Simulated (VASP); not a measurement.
Output of a VASP run:

### OUTCAR
```
 ion  position               nearest neighbor table
   1  0.333  0.667  0.250-   2 2.91   2 2.91   2 2.91   2 2.91   2 2.91   2 2.91
   2  0.667  0.333  0.750-   1 2.91   1 2.91   1 2.91   1 2.91   1 2.91   1 2.91
  LATTYP: Found a hexagonal cell.
 ALAT       =     2.6600003689
 C/A-ratio  =     1.8609019976
 Subroutine PRICEL returns:
 Original cell was already a primitive cell.
 Subroutine GETGRP returns: Found 24 space group operations
The static configuration has the point symmetry D_3d.
 The point group associated with its full space group is D_6h.
The dynamic configuration has the point symmetry D_3d.
 Subroutine INISYM returns: Found 24 space group operations
 Subroutine IBZKPT returns following result:
 Found     96 irreducible k-points:

 Following reciprocal coordinates:
            Coordinates               Weight
  0.000000  0.000000  0.000000      1.000000
  0.071429 -0.000000  0.000000      6.000000
  0.142857 -0.000000  0.000000      6.000000
  0.214286 -0.000000  0.000000      6.000000
  0.285714  0.000000  0.000000      6.000000
  0.357143 -0.000000  0.000000      6.000000
  0.428571 -0.000000  0.000000      6.000000
  0.500000 -0.000000  0.000000      3.000000
  0.071429  0.071429  0.000000      6.000000
  0.142857  0.071429  0.000000     12.000000
  0.214286  0.071429  0.000000     12.000000
  0.285714  0.071429  0.000000     12.000000
  0.357143  0.071429  0.000000     12.000000
  0.428571  0.071429  0.000000     12.000000
  0.142857  0.142857  0.000000      6.000000
  0.214286  0.142857  0.000000     12.000000
  0.285714  0.142857  0.000000     12.000000
  0.357143  0.142857  0.000000     12.000000
  0.428571  0.142857  0.000000      6.000000
  0.214286  0.214286  0.000000      6.000000
  0.285714  0.214286  0.000000     12.000000
  0.357143  0.214286  0.000000     12.000000
  0.285714  0.285714  0.000000      6.000000
  0.357143  0.285714  0.000000      6.000000
  0.000000  0.000000  0.142857      2.000000
  0.071429 -0.000000  0.142857     12.000000
  0.142857 -0.000000  0.142857     12.000000
  0.214286 -0.000000  0.142857     12.000000
  0.285714  0.000000  0.142857     12.000000
  0.357143 -0.000000  0.142857     12.000000
  0.428571 -0.000000  0.142857     12.000000
  0.500000 -0.000000  0.142857      6.000000
  0.071429  0.071429  0.142857     12.000000
  0.142857  0.071429  0.142857     24.000000
  0.214286  0.071429  0.142857     24.000000
  0.285714  0.071429  0.142857     24.000000
  0.357143  0.071429  0.142857     24.000000
  0.428571  0.071429  0.142857     24.000000
  0.142857  0.142857  0.142857     12.000000
  0.214286  0.142857  0.142857     24.000000
   k-points           NKPTS =     96   k-points in BZ     NKDIM =     96   number of bands    NBANDS=     16
   number of dos      NEDOS =    301   number of ions     NIONS =      2
   total plane-waves  NPLWV =  16000
   dimension x,y,z NGX =    20 NGY =   20 NGZ =   40
   dimension x,y,z NGXF=    40 NGYF=   40 NGZF=   80
   ions per type =               2
   PREC   = accura    normal or accurate (medium, high low for compatibility)
   ISTART =      0    job   : 0-new  1-cont  2-samecut
   ICHARG =      2    charge: 1-file 2-atom 10-const
   ISPIN  =      1    spin polarized calculation?
   LNONCOLLINEAR =      F non collinear calculations
   LSORBIT =      F    spin-orbit coupling
   INIWAV =      1    electr: 0-lowe 1-rand  2-diag
   ENCUT  =  520.0 eV  38.22 Ry    6.18 a.u.   4.95  4.95  9.20*2*pi/ulx,y,z
   NELM   =    100;   NELMIN=  2; NELMDL= -5     # of ELM steps
   EDIFF  = 0.1E-05   stopping-criterion for ELM
   LREAL  =      F    real-space projection
   NLSPLINE    = F    spline interpolate recip. space projectors
   LMAXMIX     =    4 max onsite mixed and CHGCAR
   VOSKOWN=      0    Vosko Wilk Nusair interpolation
   EDIFFG = -.1E-01   stopping-criterion for IOM
   NSW    =     60    number of steps for IOM
...
```

**OSZICAR**
```
...
   4 F= 0.32373321E+01 E0= 0.32372859E+01  d E =-.387379E-02
       N       E                     dE             d eps       ncg     rms          rms(c)
DAV:   1     0.323391524481E+01   -0.34165E-02   -0.38224E-02  3072   0.390E+00    0.410E-01
DAV:   2     0.323688254815E+01    0.29673E-02   -0.11601E-02  3184   0.242E+00    0.135E-01
DAV:   3     0.323717056404E+01    0.28802E-03   -0.18156E-04  3840   0.213E-01    0.740E-02
DAV:   4     0.323729441894E+01    0.12385E-03   -0.30140E-05  4608   0.106E-01    0.359E-03
DAV:   5     0.323729364899E+01   -0.76995E-06   -0.52026E-06  3200   0.248E-02
   5 F= 0.32372936E+01 E0= 0.32372805E+01  d E =-.391225E-02
       N       E                     dE             d eps       ncg     rms          rms(c)
DAV:   1     0.320221444582E+01   -0.35080E-01   -0.59826E-01  3656   0.959E+00    0.121E+00
DAV:   2     0.322656456043E+01    0.24350E-01   -0.59989E-02  3736   0.522E+00    0.615E-01
DAV:   3     0.323400818484E+01    0.74436E-02   -0.46379E-03  4304   0.120E+00    0.269E-01
DAV:   4     0.323547154766E+01    0.14634E-02   -0.20910E-03  4464   0.744E-01    0.426E-02
DAV:   5     0.323545106954E+01   -0.20478E-04   -0.32661E-04  3384   0.248E-01    0.146E-02
DAV:   6     0.323545388801E+01    0.28185E-05   -0.31358E-05  3336   0.108E-01    0.331E-03
DAV:   7     0.323545406650E+01    0.17849E-06   -0.89758E-07  1920   0.192E-02
   6 F= 0.32354541E+01 E0= 0.32353309E+01  d E =-.183958E-02
       N       E                     dE             d eps       ncg     rms          rms(c)
DAV:   1     0.323498986058E+01   -0.46403E-03   -0.79534E-03  3624   0.112E+00    0.139E-01
DAV:   2     0.323531193945E+01    0.32208E-03   -0.79014E-04  3776   0.603E-01    0.707E-02
DAV:   3     0.323540890861E+01    0.96969E-04   -0.57936E-05  4248   0.134E-01    0.309E-02
DAV:   4     0.323542734467E+01    0.18436E-04   -0.27233E-05  4408   0.842E-02    0.484E-03
DAV:   5     0.323542715010E+01   -0.19457E-06   -0.42714E-06  3000   0.285E-02
   7 F= 0.32354272E+01 E0= 0.32353129E+01  d E =-.186650E-02
       N       E                     dE             d eps       ncg     rms          rms(c)
DAV:   1     0.320218630857E+01   -0.33241E-01   -0.38365E-01  3112   0.123E+01    0.129E+00
DAV:   2     0.323098321378E+01    0.28797E-01   -0.11155E-01  3184   0.738E+00    0.435E-01
DAV:   3     0.323393053937E+01    0.29473E-02   -0.16195E-03  3592   0.617E-01    0.237E-01
DAV:   4     0.323518311569E+01    0.12526E-02   -0.37223E-04  4352   0.366E-01    0.125E-02
DAV:   5     0.323517638197E+01   -0.67337E-05   -0.58673E-05  3336   0.843E-02    0.591E-03
DAV:   6     0.323517512176E+01   -0.12602E-05   -0.71219E-07  2192   0.979E-03    0.104E-03
DAV:   7     0.323517501598E+01   -0.10578E-06   -0.28595E-07  1568   0.791E-03
   8 F= 0.32351750E+01 E0= 0.32350809E+01  d E =-.252134E-03
       N       E                     dE             d eps       ncg     rms          rms(c)
DAV:   1     0.322967250584E+01   -0.55026E-02   -0.62124E-02  3112   0.490E+00    0.523E-01
DAV:   2     0.323439411349E+01    0.47216E-02   -0.19217E-02  3176   0.311E+00    0.173E-01
DAV:   3     0.323487339527E+01    0.47928E-03   -0.34604E-04  3720   0.312E-01    0.953E-02
DAV:   4     0.323508439796E+01    0.21100E-03   -0.60194E-05  4200   0.151E-01    0.551E-03
DAV:   5     0.323508386400E+01   -0.53396E-06   -0.97555E-06  3312   0.347E-02
   9 F= 0.32350839E+01 E0= 0.32349825E+01  d E =-.343286E-03
```

### OUTCAR
```
------------------------ aborting loop because EDIFF is reached ----------------------------------------
  FORCE on cell =-STRESS in cart. coord.  units (eV):
  Direction    XX          YY          ZZ          XY          YZ          ZX
  --------------------------------------------------------------------------------------
  Total        0.0102669      0.0102669      0.0041037      0.0000000     -0.0000000     -0.0000000
  in kB        0.5565461      0.5565463      0.2224519      0.0000000     -0.0000000     -0.0000000
  external PRESSURE =       0.4451814 kB  Pullay stress =       0.0000000 kB
  volume of cell :       29.56
      direct lattice vectors                 reciprocal lattice vectors
     1.328264240 -2.300621574 -0.000000000     0.376431123 -0.217332570 -0.000000000
     1.328264240  2.300621574 -0.000000000     0.376431123  0.217332570 -0.000000000
     0.000000000 -0.000000000  4.836025010     0.000000000 -0.000000000  0.206781395
 POSITION                                       TOTAL-FORCE (eV/Angst)
 -----------------------------------------------------------------------------------
      1.32826      0.76688      1.20901        -0.000000     -0.000000     -0.000000
      1.32826     -0.76688      3.62702         0.000000      0.000000      0.000000
 -----------------------------------------------------------------------------------
    total drift:                               -0.000000      0.000073      0.000003
  FREE ENERGIE OF THE ION-ELECTRON SYSTEM (eV)
  ---------------------------------------------------
  free  energy   TOTEN  =         3.2350838640 eV

  energy  without entropy=        3.2347797765  energy(sigma->0) =        3.23498250

 reached required accuracy - stopping structural energy minimisation
```
(Selected blocks of OUTCAR.)

POSCAR:
```
Zn
1
    1.3300000000    -2.3036280000     0.0000000000
    1.3300000000     2.3036280000     0.0000000000
    0.0000000000     0.0000000000     4.9500000000
Zn
2
Direct
  0.3333330000   0.6666670000   0.2500000000
  0.6666670000   0.3333330000   0.7500000000
```

**Question.** Write an INCAR and KPOINTS that could have produced this output.

**Answer.** One answer among several that fit: the input of the run itself, rev-vdW-DF2, plane waves, VASP's PBE PAW potentials (set 64).

### KPOINTS
```
kpoints
0
G
  14 14 7
0 0 0
```

INCAR:
```
AGGAC = 0.0
ALGO = Normal
EDIFF = 1E-6
EDIFFG = -0.01
ENCUT = 520
GGA = MK
IBRION = 2
ISIF = 3
ISMEAR = 1
LASPH = .True.
LCHARG = .False.
LMAXMIX = 4
LREAL = .False.
LUSE_VDW = .True.
LWAVE = .False.
NELM = 100
NSW = 60
PARAM1 = 0.1234568
PARAM2 = 0.7114
PREC = Accurate
SIGMA = 0.1
SYSTEM = Zn
ZAB_VDW = -1.8867
```

POTCAR, in this order: Zn (PBE.64 set). Program: vasp_std.

Energy and stress use the plane-wave basis of the starting cell.

The compound is Zn in the hcp structure. This run relaxes it. Symmetry was kept, so distortions that lower it aren't found.
